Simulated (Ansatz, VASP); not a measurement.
This is a calculation of MgAl2Sb2 for VASP 6.6.1.

INCAR

```
SYSTEM = MgAl2Sb2
PREC     = Accurate       ! precision mode
ENCUT    = 520            ! plane-wave cutoff, eV
EDIFF    = 1E-7           ! SCF threshold, eV
ISMEAR   = -1             ! smearing method
SIGMA    = 0.05           ! smearing width, eV
LREAL    = .FALSE.        ! projectors in reciprocal space
LASPH    = .TRUE.         ! aspherical terms in the spheres
NELM     = 80             ! most SCF steps
ALGO     = Normal         ! electronic algorithm
ISIF     = 2              ! what is computed and relaxed
LWAVE    = .FALSE.        ! write WAVECAR
LCHARG   = .FALSE.        ! write CHGCAR
GGA      = PE             ! functional
NBANDS   = 17             ! bands
```

File KPOINTS:

```
regular mesh
0
G
  7 7 4
  0 0 0
```

File POSCAR:

```
MgAl2Sb2
1.0
    4.6038418900      0.0000000000      0.0000000000
   -2.3019209450      3.9870440318      0.0000000000
    0.0000000000      0.0000000000      7.0863240000
Sb Al Mg
2 2 1
Direct
    0.3333333333      0.6666666667      0.2303110000
    0.6666666667      0.3333333333      0.7696890000
    0.3333333333      0.6666666667      0.6292120000
    0.6666666667      0.3333333333      0.3707880000
    0.0000000000      0.0000000000      0.0000000000
```

Potentials or basis: VASP PAW PBE potentials, release 64 (Sb, Al, Mg).

Run with:

```bash
$ cat potpaw_PBE.64/Sb/POTCAR potpaw_PBE.64/Al/POTCAR potpaw_PBE.64/Mg/POTCAR > POTCAR
$ mpirun -np 1 vasp_std > vasp.out
```

Problem. Translate it to Ansatz 0.2.0. Potentials there: Ansatz PAW.

Solution. As run (the cutoff follows the program's own potentials):

File input.yaml:

```yaml
crystal:
  lattice:
    - [4.60384189, 0.0, 0.0]
    - [-2.301920945, 3.9870440318, 0.0]
    - [0.0, 0.0, 7.086324]
  atoms:
    - { symbol: Sb, position: [0.3333333333, 0.6666666667, 0.230311] }
    - { symbol: Sb, position: [0.6666666667, 0.3333333333, 0.769689] }
    - { symbol: Al, position: [0.3333333333, 0.6666666667, 0.629212] }
    - { symbol: Al, position: [0.6666666667, 0.3333333333, 0.370788] }
    - { symbol: Mg, position: [0.0, 0.0, 0.0] }
hamiltonian:
  xc: pbe
  pseudopotentials: { kind: paw }
kpoints:
  mp_grid: { grid: [7, 7, 4] }
scf:
  occupations: { method: fermi_dirac, width: 0.05 }
output:
  forces: true
  stress: true
  eigenvalues: true
```

Potentials or basis: Ansatz PAW.

Launch:

```console
$ ansatz run input.yaml --threads 2 --pin off --max-ram 5120MiB --backend cpu --events-out ev --progress --plain --runs-dir out
```

Both were run:

|  | VASP | Ansatz | Ansatz less VASP |
| --- | --- | --- | --- |
| gap on the k mesh at the Fermi level (eV) | none | none | - |
| pressure (GPa) | 0.3 | 0.2 | -0.10 |
| largest component of the traceless stress (GPa) | 0.42 | 0.45 | +0.029 |
| rms of the force components (eV/Å) | 0.036 | 0.033 | -0.0036 |

Atom by atom the forces differ by 0.010 eV/Å (rms over components). A gap of «none» marks a metal or a gap that the smearing closes. The two sets of potentials don't hold the same shells in valence.

The runs have no spin-orbit coupling, so splittings on Sb are missing.
